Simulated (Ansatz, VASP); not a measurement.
# PtS2 in two plane-wave programs, part 2 of 2

Wanted: the spread between two codes on one cell, functional and k mesh. The cell is taken from a series of runs on this material, whose earlier steps may have relaxed, scaled, displaced or heated it; both programs get it as it stands.

VASP 6.6.1 and Ansatz 0.2.0.

So far: The structure; VASP: zone-centre phonons, PBE, pair 1.

**3. Ansatz: zone-centre phonons, PBE, pair 1**

Level of this step: Ansatz beside VASP: Kohn-Sham DFT, plane waves, PBE (Ansatz).

Ansatz runs on its PAW soft_1 files.

The same cell, functional, mesh and smearing now go to Ansatz, which takes its cutoff from its data sets.

Contents of input.yaml:

```yaml
crystal:
  lattice:
    - [3.5897960371, 0.0, 0.0]
    - [-1.7948980186, 3.0183054005, 0.0]
    - [0.0, 0.0, 30.0]
  atoms:
    - { symbol: Pt, position: [0.3143392473, 0.6286784947, 0.3333333333] }
    - { symbol: S, position: [0.6761637097, 0.3523274194, 0.378522922] }
    - { symbol: S, position: [0.6761637097, 0.3523274194, 0.2881437446] }
  periodic: [true, true, false]
kpoints:
  mp_grid: { grid: [15, 15, 1] }
hamiltonian:
  xc: pbe
  pseudopotentials: { kind: paw, azcp: { folder: soft_1 } }
scf:
  occupations: { method: methfessel_paxton, width: 0.2 }
output:
  eigenvalues: true
phonons:
  method: dfpt
```

On the command line:

```console
> ansatz run input.yaml --threads 4 --pin off --max-ram 16384MiB --backend cpu --events-out ev --progress --plain --runs-dir out
```

Numbers of over 12 decimals in the logs are rounded to 6 here.

Log:

```text
zone centre: on kpoints.mp_grid the ground state, and the responses unless they are solved on pairs of k-points, stand on 64 of the mesh's 225 k-points, reduced under 2 symmetry operations, with k and −k counted as one. Each operation leaves every solved displacement unchanged or reverses it
Engine: ansatz 0.2.0, aarch64-unknown-linux-gnu
Pseudopotentials: kind: paw
Pseudopotential: Pt, paw, valence charge 18, recommended cutoff 420 eV (normal), soft_1/Pt.paw.azcp
Pseudopotential: S, paw, valence charge 6, recommended cutoff 420 eV (normal), soft_1/S.paw.azcp
Functional definition: PBE
  parameter kappa = 0.804
  parameter beta = 0.066725
  exchange = pbe_x(kappa = kappa, mu = beta*pi^2/3)
  correlation = pbe_c(beta = beta)
Crystal: 3 atoms, lattice volume = 325.053 Å³
Basis set: ecut = 420 eV, 6307 PW (Γ), exchange–correlation on 48×48×432 points (8 copies of the dense FFT grid, shifted against one another)
Bands: 19, of which v1, the nominal top of the filled ones, is band 15 counted from 1 (14 counted from 0)
Symmetry: 4 space group operations
k-points: 64 of 225 (irreducible under 2 space group operations, time reversal used)
Non-local potential: Pt, projectors of the file, l = 0: 3, l = 1: 2, l = 2: 2, l = 3: 1
Non-local potential: S, projectors of the file, l = 0: 2, l = 1: 2, l = 2: 1
PAW form: soft (Blöchl's): semilocal exchange-correlation on the pseudo side does not see the compensation charge
PAW one-centre angular grid: Pt, 590 points (default); XC on 64 Gauss nodes
PAW one-centre angular grid: S, 110 points (default); XC on 64 Gauss nodes
Initial density: superposition of atomic densities (neutral atoms: chi_scale 0, normalization atom)
Initial wavefunctions: pseudopotential atomic-orbital guess
Functional: x = pbe(κ = 0.804, μ = 0.219515), c = pbe(β = 0.066725)
SCF iter   1: F=—  HF=-14329.188999 eV  |F-HF|=—  |Δ(HF+E_count)|=         —  Δρ=3.77e-2  dr2=6.38e0  ethr=3.10e-3  ⟨swp⟩=15.8  Hψ=11826  notcnv=0
preconditioner: auto → LDOS  [metal: Δε(μ)=0.014 eV  Ē_g=8.527 eV  σ=0.200 eV  W_gap=0.06  n_scr=16 (ndim 8)  ℏωp=9.7 eV  f_vac=0.780  D(μ)=2.45/eV (n_scr^D=10)  β→1.0]
SCF iter   2: F=—  HF=-14328.327376 eV  |F-HF|=—  |Δ(HF+E_count)|=   8.62e-1  S|Δr|=    0.00e0  Δρ=1.44e-2  dr2=4.75e-1  ethr=3.10e-3  ⟨swp⟩=3.8  Hψ=3550  notcnv=0
SCF iter   3: F=—  HF=-14328.198356 eV  |F-HF|=—  |Δ(HF+E_count)|=   1.29e-1  S|Δr|=    0.00e0  Δρ=6.53e-3  dr2=1.95e-1  ethr=1.58e-3  ⟨swp⟩=2.9  Hψ=3301  notcnv=0
SCF iter   4: F=—  HF=-14328.159759 eV  |F-HF|=—  |Δ(HF+E_count)|=   3.86e-2  S|Δr|=    0.00e0  Δρ=2.20e-3  dr2=2.76e-2  ethr=6.49e-4  ⟨swp⟩=3.0  Hψ=2638  notcnv=0
SCF iter   5: F=—  HF=-14328.155364 eV  |F-HF|=—  |Δ(HF+E_count)|=   4.39e-3  S|Δr|=    0.00e0  Δρ=3.01e-4  dr2=5.09e-4  ethr=9.19e-5  ⟨swp⟩=2.6  Hψ=2259  notcnv=0
SCF iter   6: F=—  HF=-14328.155473 eV  |F-HF|=—  |Δ(HF+E_count)|=   1.09e-4  S|Δr|=    0.00e0  Δρ=5.35e-5  dr2=1.02e-5  ethr=1.70e-6  ⟨swp⟩=3.8  Hψ=2985  notcnv=0
SCF iter   7: F=—  HF=-14328.155477 eV  |F-HF|=—  |Δ(HF+E_count)|=   3.88e-6  S|Δr|=    0.00e0  Δρ=1.17e-5  dr2=4.57e-7  ethr=3.41e-8  ⟨swp⟩=3.8  Hψ=3040  notcnv=0
SCF iter   8: F=—  HF=-14328.155584 eV  |F-HF|=—  |Δ(HF+E_count)|=   1.07e-4  S|Δr|=    0.00e0  Δρ=4.88e-6  dr2=1.04e-7  ethr=1.52e-9  ⟨swp⟩=3.2  Hψ=2812  notcnv=0
SCF iter   9: F=—  HF=-14328.155584 eV  |F-HF|=—  |Δ(HF+E_count)|=   2.49e-8  S|Δr|=    0.00e0  Δρ=1.10e-6  dr2=4.35e-9  ethr=3.47e-10  ⟨swp⟩=3.3  Hψ=2551  notcnv=0
SCF iter  10: F=—  HF=-14328.155584 eV  |F-HF|=—  |Δ(HF+E_count)|=   2.31e-8  S|Δr|=    0.00e0  Δρ=2.93e-7  dr2=3.04e-10  ethr=1.45e-11  ⟨swp⟩=3.7  Hψ=3016  notcnv=0
SCF iter  11: F=—  HF=-14328.155584 eV  |F-HF|=—  |Δ(HF+E_count)|=   3.56e-9  S|Δr|=    0.00e0  Δρ=9.20e-8  dr2=3.56e-11  ethr=1.01e-12  ⟨swp⟩=3.8  Hψ=3003  notcnv=0
SCF iter  12: F=-14328.155584 eV  HF=-14328.155584 eV  |F-HF|=6.91e-11  |Δ(HF+E_count)|=   1.02e-9  S|Δr|=    0.00e0  Δρ=2.44e-8  dr2=3.70e-12  ethr=1.00e-12  ⟨swp⟩=16.5  Hψ=10793  notcnv=0
SCF 1 converged in 12 iterations: F = -14328.155584 eV  dr2 = 3.70e-12
  greatest PAW one-centre occupation: 1.000 electrons in one spin orbital (limit 2), on the Pt atom at site 0 (counted from 0), in its partial waves of l = 0
DFPT response loops at Γ: preconditioner auto → none (partly filled bands, converged f_vac=0.782); β = 0.50; Broyden in place of MSR1
SCF converged after 12 iterations
Stability not checked: this state was not tested for a lower state beside it, because cold or Methfessel-Paxton smearing, or corrected tetrahedra, fill the levels in a way that the test cannot read (fill_not_monotonic; see scf.lower_state_search)
Free energy (F): -14328.155584 eV
Harris-Foulkes:  -14328.155584 eV  (|F-HF|=6.91e-11)
Internal energy: -14328.153902 eV  (E = F + TS)
E sigma→0 (E₀):  -14328.155163 eV
Entropy (-TS):   -0.001682 eV (-0.561 meV/atom)
Fermi energy:    -5.239610 eV
--- Per-component energies (eV) ---
  E_band       = -795.076122
  E_kinetic    = 803.173999
  E_local      = -50261.079220  (includes V_loc(G=0)·N_el)
  E_nonlocal   = 272.893275
  E_hartree    = 24579.703781
  E_xc         = -407.197575
  E_vxc        = -432.889726  (∫ρ·V_xc dr)
  E_paw        = -10700.625740  (= ΣΔE_a)
  E_vpaw       = -336.583385  (= ΣTr[D̂ρ^β])
  E_aug_tail   = 0.001111  (compensation charges beyond the density's cutoff)
  E_ewald      = 21384.976467
  E_smearing   = -0.001682  (= −TS)
  E_closure    = 0.000000  (closes the sum)
  Σ components = -14328.155584   (vs F -14328.155584, Δ=0.00e0)
--- Band table (eV; the first three rows and the last of 64) ---
  k-point 0: bands = [... 11 lower, -7.3825, -6.4545, -5.3616, -4.9432, -4.3262, -4.2255, -2.0980, -0.4384]
  k-point 1: bands = [... 11 lower, -7.4265, -6.4105, -5.4630, -5.0165, -4.4827, -4.1866, -1.8582, -0.3719]
  k-point 2: bands = [... 11 lower, -7.5587, -6.3840, -5.6047, -5.2192, -4.8386, -4.0810, -1.2933, -0.1772]
  k-point 63: bands = [... 11 lower, -8.8101, -7.7541, -7.4415, -5.8556, -5.0153, -3.5592, -0.2477, 1.4280]
--- Phonons (Γ-DFPT): 6 representative perturbations + reference, on 64 of 225 k-points (Σ response iterations 34) ---
  k mesh reduced under 2 symmetry operations, with k and −k counted as one. Each operation leaves every solved displacement unchanged or reverses it
  ASR residual: 3.515e-5 → 0.000e0 eV/Å²; symmetrization residual: 4.569e-6 eV/Å²
  ASR residual per site (eV/Å²): 3.52e-5 1.58e-5 1.58e-5
  Γ frequencies (cm⁻¹): -114.06 0.00 0.00 0.00 130.36 149.70 164.91 176.11 302.03
  non-analytic LO–TO correction: not included (Born effective charges unavailable; polar crystals: no LO–TO splitting at Γ)
```

**4. Side by side**

Known differences besides the potentials themselves: Ansatz cuts the interaction across the vacuum, VASP repeats the sheet without a dipole correction; the data sets hold 30 valence electrons in Ansatz (on its PAW soft_1 files) and 22 in VASP; the cutoff is 420 eV in Ansatz and 500 eV in VASP. Total energies have different zeros and are not compared.

The two programs side by side:

```tsv
quantity	Ansatz	VASP	difference
optical mode 1 (imaginary, printed as negative) (cm⁻¹)	-114.1	-111.0	-3.0
optical mode 2 (cm⁻¹)	130.4	129.7	+0.53 %
optical mode 3 (cm⁻¹)	149.7	149.0	+0.44 %
optical mode 4 (cm⁻¹)	164.9	167.6	-1.63 %
optical mode 5 (cm⁻¹)	176.1	176.8	-0.37 %
optical mode 6 (cm⁻¹)	302.0	300.3	+0.57 %
```

Modes are paired by rising frequency, not by their patterns, so a pair may set unlike modes beside each other; they are those without the splitting of longitudinal modes. Where the cell holds vacuum, a pressure given here is an average over it and none of the material.

**5. VASP: zone-centre phonons, PBE, pair 2**

Second derivatives magnify differences that forces hide, and they need a tight electronic threshold.

Contents of INCAR:

```
SYSTEM = PtS2
PREC = Accurate
ENCUT = 500
EDIFF = 1E-08
NELM = 120
ISMEAR = 1
SIGMA = 0.2
LREAL = .FALSE.
ALGO = Normal
GGA = PE
NBANDS = 17
LASPH = .TRUE.
LORBIT = 11
LWAVE = .FALSE.
LCHARG = .FALSE.
ISIF = 2
IBRION = 8
GGA_COMPAT = .FALSE.
NELMDL = -8
KPAR = 2
```

Contents of POSCAR:

```
PtS2
1.0
    3.4852388710      0.0000000000      0.0000000000
   -1.7426194355      3.1088545625      0.0000000000
    0.0000000000      0.0000000000     30.0000000000
Pt S
1 2
Direct
    0.3472450401      0.6944900801      0.3333333333
    0.6597108134      0.3194216266      0.3785042378
    0.6597108134      0.3194216266      0.2881624287
```

Contents of KPOINTS:

```
Automatic mesh
0
Gamma
15 15 1
0 0 0
```

Potentials, in the order of the species: Pt and S (PBE family, release 64).

On the command line:

```console
> mpirun -np 2 vasp_std
```

Log:

```text
[... set-up lines as in an earlier step ...]
 entering main loop
       N       E                     dE             d eps       ncg     rms          rms(c)
DAV:   1     0.174412669167E+03    0.17441E+03   -0.68282E+03  2176   0.883E+02
DAV:   2     0.561590341001E+01   -0.16880E+03   -0.16059E+03  3651   0.162E+02
DAV:   3    -0.143015638332E+02   -0.19917E+02   -0.19729E+02  2753   0.705E+01
DAV:   4    -0.147029428408E+02   -0.40138E+00   -0.39453E+00  2950   0.118E+01
[...]
DAV:  28    -0.136647160440E+02   -0.40136E-07    0.49727E-11  2407   0.530E-05    0.152E-05
DAV:  29    -0.136647160865E+02   -0.42512E-07   -0.39024E-11  2240   0.612E-05    0.745E-05
DAV:  30    -0.136647160963E+02   -0.97568E-08    0.18031E-10  2286   0.411E-05
   1 F= -.13664716E+02 E0= -.13664706E+02  d E =-.292143E-04
 Linear response reoptimize wavefunctions to high precision
DAV:   1    -0.136647160999E+02   -0.36473E-08    0.25056E-10  2324   0.140E-05
DAV:   2    -0.136647160999E+02   -0.13642E-10    0.25740E-10  2157   0.424E-06
 Linear response DOF=           6
 Linear response progress:
[...]
RMM:  15    -0.973134683058E-01    0.28951E-07    0.53160E-08  4135   0.662E-05    0.597E-06
RMM:  16    -0.973134572169E-01    0.11089E-07    0.81745E-08  4207   0.488E-05    0.371E-06
RMM:  17    -0.973134584350E-01   -0.12181E-08    0.39677E-08  4221   0.455E-05    0.215E-06
 first order change of Fermi-energy   0.45662E+00
 force on displaced ion       2 direction 2 :  -0.000  -3.214  -1.467
 Linear response progress:
  Degree of freedom:   6/  6
       N       E                     dE             d eps       ncg     rms          rms(c)
RMM:   1    -0.143319276344E+00   -0.14332E+00    0.33378E-04  4977   0.196E+00
RMM:   2    -0.141580437948E+00    0.17388E-02   -0.26410E-03  3623   0.325E-01    0.313E-01
RMM:   3    -0.141739615795E+00   -0.15918E-03   -0.12281E-03  3909   0.159E-01    0.204E-01
RMM:   4    -0.141597142168E+00    0.14247E-03   -0.17028E-03  4004   0.165E-01    0.176E-01
[...]
RMM:  13    -0.141074151576E+00    0.31792E-06    0.18093E-07  4075   0.176E-04    0.252E-05
RMM:  14    -0.141074117982E+00    0.33594E-07   -0.60892E-08  4042   0.103E-04    0.112E-05
RMM:  15    -0.141074119912E+00   -0.19305E-08    0.74972E-08  4062   0.753E-05    0.642E-06
 first order change of Fermi-energy  -0.10578E+01
 force on displaced ion       2 direction 3 :   0.000  -1.444  -5.739
 Linear response finished
```

OUTCAR, selected parts (step 5):

```text
  Total       -0.7748070     -0.3124125     -0.1494629      0.0000000      0.0000000      0.0000000
  in kB       -3.8190023     -1.5398726     -0.7366985      0.0000000      0.0000000      0.0000000
  external PRESSURE =      -2.0318578 kB  Pullay stress =       0.0000000 kB

 POSITION                                       TOTAL-FORCE (eV/Angst)
 -----------------------------------------------------------------------------------
      0.00000      2.15907     10.00000        -0.000000      0.008578      0.000000
      1.74262      0.99304     11.35513         0.000000     -0.004289     -0.045057
      1.74262      0.99304      8.64487         0.000000     -0.004289      0.045057
 -----------------------------------------------------------------------------------
    total drift:                               -0.000000      0.000033      0.000030

[... 1 part as in an earlier step ...]

[... 1 further part left out ...]
```

**6. Ansatz: zone-centre phonons, PBE, pair 2**

The same cell, functional, mesh and smearing now go to Ansatz, which takes its cutoff from its data sets.

The cell is taken from a series of runs on this material, whose earlier steps may have relaxed, scaled, displaced or heated it; both programs get it as it stands.

input.yaml, the sections that differ from step 3:

```yaml
crystal:
  lattice:
    - [3.485238871, 0.0, 0.0]
    - [-1.7426194355, 3.1088545625, 0.0]
    - [0.0, 0.0, 30.0]
  atoms:
    - { symbol: Pt, position: [0.3472450401, 0.6944900801, 0.3333333333] }
    - { symbol: S, position: [0.6597108133, 0.3194216266, 0.3785042379] }
    - { symbol: S, position: [0.6597108133, 0.3194216266, 0.2881624288] }
  periodic: [true, true, false]
# kpoints, hamiltonian, scf, output, phonons: as in step 3
```

On the command line:

```console
> ansatz run input.yaml --threads 4 --pin off --max-ram 16384MiB --backend cpu --events-out ev --progress --plain --runs-dir out
```

Log:

```text
[...]
Crystal: 3 atoms, lattice volume = 325.053 Å³
Basis set: ecut = 420 eV, 6303 PW (Γ), exchange–correlation on 48×48×432 points (8 copies of the dense FFT grid, shifted against one another)
Bands: 19, of which v1, the nominal top of the filled ones, is band 15 counted from 1 (14 counted from 0)
Symmetry: 4 space group operations
k-points: 64 of 225 (irreducible under 2 space group operations, time reversal used)
[...]
k-point 2: bands = [... 11 lower, -7.7334, -6.3927, -5.2996, -4.9860, -4.8355, -4.6020, -1.4842, -0.2254]
  k-point 63: bands = [... 11 lower, -8.6166, -7.7072, -7.0522, -5.9607, -4.5919, -3.8808, -0.4413, 1.2923]
[...]
ASR residual: 3.578e-5 → 0.000e0 eV/Å²; symmetrization residual: 5.683e-6 eV/Å²
  ASR residual per site (eV/Å²): 3.58e-5 9.77e-6 9.77e-6
  Γ frequencies (cm⁻¹): -79.78 -54.92 0.00 0.00 0.00 119.51 198.26 201.29 301.44
[...]
[key lines of the parts left out:]
SCF converged after 12 iterations
Free energy (F): -14328.153482 eV
Fermi energy:    -5.183905 eV
```

**7. Differences**

What differs besides the data sets and the points named for the pairs above, as far as they apply: the data sets hold 30 valence electrons in Ansatz (on its PAW soft_1 files) and 22 in VASP. Total energies have different zeros and are not compared.

Both answers:

```tsv
quantity	Ansatz	VASP	difference
optical mode 1 (imaginary, printed as negative) (cm⁻¹)	-79.8	-72.4	-7.4
optical mode 2 (imaginary, printed as negative) (cm⁻¹)	-54.9	-61.6	+6.6
optical mode 3 (cm⁻¹)	119.5	120.4	-0.72 %
optical mode 4 (cm⁻¹)	198.3	197.7	+0.26 %
optical mode 5 (cm⁻¹)	201.3	201.9	-0.29 %
optical mode 6 (cm⁻¹)	301.4	299.7	+0.57 %
```

Modes are paired by rising frequency, not by their patterns, so a pair may set unlike modes beside each other; they are those without the splitting of longitudinal modes. Where the cell holds vacuum, a pressure given here is an average over it and none of the material.

**8. Results**

```
r.m.s. difference of the optical zone-centre modes, each program's sorted by frequency (zone-centre phonons, PBE, pair 1) : 1.9 cm⁻¹
difference in optical mode 4 (zone-centre phonons, PBE, pair 1)                                                           : -1.6 %
r.m.s. difference of the optical zone-centre modes, each program's sorted by frequency (zone-centre phonons, PBE, pair 2) : 4.2 cm⁻¹
difference in optical mode 3 (zone-centre phonons, PBE, pair 2)                                                           : -0.7 %
```

The r.m.s. difference of the optical zone-centre modes, each program's sorted by frequency is 1.9 cm⁻¹ (zone-centre phonons, PBE, pair 1). The data sets hold unlike numbers of valence electrons (30 in Ansatz and 22 in VASP), so part of the differences may come from the potentials. Among the rows given in per cent, the largest difference of the zone-centre phonons, PBE, pair 1 pair is in optical mode 4, -1.6 %. Among the rows given in per cent, the largest difference of the zone-centre phonons, PBE, pair 2 pair is in optical mode 3, -0.7 %. Such differences can come from data sets, numerical settings and the points named under the comparisons, not from the functional's error against experiment.

[Lines on the potential files, build, host, timing and source positions are cut from VASP's logs without a mark.]

[Logs are printed without paths, hosts, clocks, repeated set-up lines and the standing remarks that a program may print on its own settings, such as how far it seeks lower states.]

[Hosts, paths, dates, database ids (printed as entryN), source tags and the programs' standing remarks are cut or masked in the printed files.]
